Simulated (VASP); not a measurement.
Output of a VASP run:

File OUTCAR:
```
 ion  position               nearest neighbor table
   1  0.335  0.335  0.000-   2 2.53   3 2.57   3 2.57   3 2.57   3 2.57   3 2.57   2 2.59   2 2.59
                             2 2.59   2 2.59
   2  0.665  0.665  0.000-   1 2.53   3 2.57   3 2.57   3 2.57   3 2.57   3 2.57   1 2.59   1 2.59
                             1 2.59   1 2.59
   3  0.000  0.000  0.000-   2 2.57   2 2.57   2 2.57   1 2.57   1 2.57   1 2.57   2 2.57   1 2.57
                             1 2.57   2 2.57
  LATTYP: Found a body centered tetragonal cell.
 ALAT       =     3.1613660000
 C/A-ratio  =     2.4269717584
 Subroutine PRICEL returns:
 Original cell was already a primitive cell.
 Subroutine GETGRP returns: Found 16 space group operations
The static configuration has the point symmetry D_4h.
The dynamic configuration has the point symmetry D_4h.
 Subroutine INISYM returns: Found 16 space group operations
 Subroutine IBZKPT returns following result:
 Found    163 irreducible k-points:

 Following reciprocal coordinates:
            Coordinates               Weight
  0.000000  0.000000  0.000000      1.000000
  0.083333  0.000000  0.000000      8.000000
  0.166667  0.000000  0.000000      8.000000
  0.250000  0.000000 -0.000000      8.000000
  0.333333  0.000000 -0.000000      8.000000
  0.416667  0.000000 -0.000000      8.000000
  0.500000  0.000000 -0.000000      4.000000
  0.083333  0.083333  0.000000      8.000000
  0.166667  0.083333 -0.000000     16.000000
  0.250000  0.083333 -0.000000     16.000000
  0.333333  0.083333 -0.000000     16.000000
  0.416667  0.083333  0.000000     16.000000
  0.500000  0.083333  0.000000     16.000000
 -0.416667  0.083333  0.000000     16.000000
 -0.333333  0.083333 -0.000000     16.000000
 -0.250000  0.083333  0.000000     16.000000
 -0.166667  0.083333  0.000000     16.000000
 -0.083333  0.083333  0.000000      4.000000
  0.166667  0.166667 -0.000000      8.000000
  0.250000  0.166667 -0.000000     16.000000
  0.333333  0.166667 -0.000000     16.000000
  0.416667  0.166667  0.000000     16.000000
  0.500000  0.166667  0.000000     16.000000
 -0.416667  0.166667  0.000000     16.000000
 -0.333333  0.166667  0.000000     16.000000
 -0.250000  0.166667  0.000000     16.000000
 -0.166667  0.166667  0.000000      4.000000
  0.250000  0.250000 -0.000000      8.000000
  0.333333  0.250000 -0.000000     16.000000
  0.416667  0.250000  0.000000     16.000000
  0.500000  0.250000 -0.000000     16.000000
 -0.416667  0.250000 -0.000000     16.000000
 -0.333333  0.250000 -0.000000     16.000000
 -0.250000  0.250000  0.000000      4.000000
  0.333333  0.333333 -0.000000      8.000000
  0.416667  0.333333 -0.000000     16.000000
  0.500000  0.333333 -0.000000     16.000000
 -0.416667  0.333333  0.000000     16.000000
 -0.333333  0.333333  0.000000      4.000000
  0.416667  0.416667 -0.000000      8.000000
   k-points           NKPTS =    163   k-points in BZ     NKDIM =    163   number of bands    NBANDS=     15
   number of dos      NEDOS =    301   number of ions     NIONS =      3
   total plane-waves  NPLWV =  21952
   dimension x,y,z NGX =    28 NGY =   28 NGZ =   28
   dimension x,y,z NGXF=    56 NGYF=   56 NGZF=   56
   ions per type =               2   1
   PREC   = accura    normal or accurate (medium, high low for compatibility)
   ISTART =      0    job   : 0-new  1-cont  2-samecut
   ICHARG =      2    charge: 1-file 2-atom 10-const
   ISPIN  =      1    spin polarized calculation?
   LNONCOLLINEAR =      F non collinear calculations
   LSORBIT =      F    spin-orbit coupling
   INIWAV =      1    electr: 0-lowe 1-rand  2-diag
   ENCUT  =  300.0 eV  22.05 Ry    4.70 a.u.   6.27  6.27  6.27*2*pi/ulx,y,z
   NELM   =    100;   NELMIN=  2; NELMDL= -5     # of ELM steps
   EDIFF  = 0.1E-05   stopping-criterion for ELM
   LREAL  =      F    real-space projection
   NLSPLINE    = F    spline interpolate recip. space projectors
   LMAXMIX     =    6 max onsite mixed and CHGCAR
...
```

OSZICAR:
```
       N       E                     dE             d eps       ncg     rms          rms(c)
DAV:   1     0.900595489808E+02    0.90060E+02   -0.81376E+03  4930   0.101E+03
DAV:   2    -0.228340472260E+02   -0.11289E+03   -0.11141E+03  5821   0.281E+02
DAV:   3    -0.254469346235E+02   -0.26129E+01   -0.25799E+01  6395   0.408E+01
DAV:   4    -0.254622706726E+02   -0.15336E-01   -0.15336E-01  5723   0.358E+00
DAV:   5    -0.254624396178E+02   -0.16895E-03   -0.16894E-03  6444   0.351E-01    0.283E+01
DAV:   6    -0.247498358511E+02    0.71260E+00   -0.37618E+00  5835   0.150E+01    0.105E+01
DAV:   7    -0.246697258262E+02    0.80110E-01   -0.18714E-01  5478   0.275E+00    0.470E+00
DAV:   8    -0.246511823628E+02    0.18543E-01   -0.31328E-02  6297   0.157E+00    0.305E-01
DAV:   9    -0.246508167773E+02    0.36559E-03   -0.88530E-04  5765   0.249E-01    0.171E-01
DAV:  10    -0.246507504160E+02    0.66361E-04   -0.22731E-04  6129   0.149E-01    0.359E-02
DAV:  11    -0.246507464141E+02    0.40020E-05   -0.24559E-05  6164   0.396E-02    0.132E-02
DAV:  12    -0.246507466146E+02   -0.20053E-06   -0.10036E-06  3649   0.726E-03
   1 F= -.24650747E+02 E0= -.24650741E+02  d E =-.161653E-04
```

OUTCAR:
```
------------------------ aborting loop because EDIFF is reached ----------------------------------------
  FORCE on cell =-STRESS in cart. coord.  units (eV):
  Direction    XX          YY          ZZ          XY          YZ          ZX
  --------------------------------------------------------------------------------------
  Total        3.7263874      3.7263874      4.7749646      0.0000000      0.0000000      0.0000000
  in kB      155.7182525    155.7182525    199.5361914      0.0000000      0.0000000      0.0000000
  external PRESSURE =     170.3242321 kB  Pullay stress =       0.0000000 kB
  volume of cell :       38.34
      direct lattice vectors                 reciprocal lattice vectors
    -1.580683000  1.580683000  3.836273000     0.000000000  0.316318958  0.130334833
     1.580683000 -1.580683000  3.836273000     0.316318958  0.000000000  0.130334833
     1.580683000  1.580683000 -3.836273000     0.316318958  0.316318958  0.000000000
 POSITION                                       TOTAL-FORCE (eV/Angst)
 -----------------------------------------------------------------------------------
      0.00000      0.00000      2.57023         0.000000      0.000000     -0.294227
      0.00000      0.00000      5.10232         0.000000      0.000000      0.294227
      0.00000      0.00000      0.00000        -0.000000     -0.000000     -0.000000
 -----------------------------------------------------------------------------------
    total drift:                               -0.000000      0.000000      0.000000
  FREE ENERGIE OF THE ION-ELECTRON SYSTEM (eV)
  ---------------------------------------------------
  free  energy   TOTEN  =       -24.6507466146 eV

  energy  without entropy=      -24.6507304493  energy(sigma->0) =      -24.65074123
```
(Selected blocks of OUTCAR.)

File POSCAR:
```
Si2W
1
   -1.5806830000     1.5806830000     3.8362730000
    1.5806830000    -1.5806830000     3.8362730000
    1.5806830000     1.5806830000    -3.8362730000
Si W
2 1
Direct
  0.3349900000   0.3349900000   0.0000000000
  0.6650100000   0.6650100000   0.0000000000
  0.0000000000   0.0000000000   0.0000000000
```

Problem. Reconstruct the remaining input files.

Solution. Several could match; the one computed here: the input of the run itself, PBE GGA, plane waves, VASP's PBE PAW potentials (set 64).

### INCAR
```
# general
SYSTEM   =  Si2W
PREC     =  Accurate
ENCUT    =  300   # plane-wave cut-off (eV)
LREAL    =  F   # projection in real space or not
LASPH    =  T

# electronic loop
EDIFF    =  1E-6
NELM     =  100
ALGO     =  Normal   # blocked Davidson
LMAXMIX  =  6

# smearing
ISMEAR   =  1
SIGMA    =  0.1   # width (eV)

# functional
GGA      =  PE

# ions
ISIF     =  2   # forces and stress, cell fixed

# output
LWAVE    =  F
LCHARG   =  F
```

KPOINTS:
```
Automatic mesh
0
Gamma
12 12 12
0 0 0
```

POTCAR, in this order: Si W_sv (PBE.64 set). Program: vasp_std.

At this cut-off the stress carries a Pulay error, which pulls relaxed volumes low.

The structure comes from a computed database's Si2W entry; how it stands against other phases isn't given here. The cell was not relaxed at this level. The run is one of a series of settings (KPOINTS 12×12×12 Γ-centred mesh against the base run), some of them coarse on purpose.
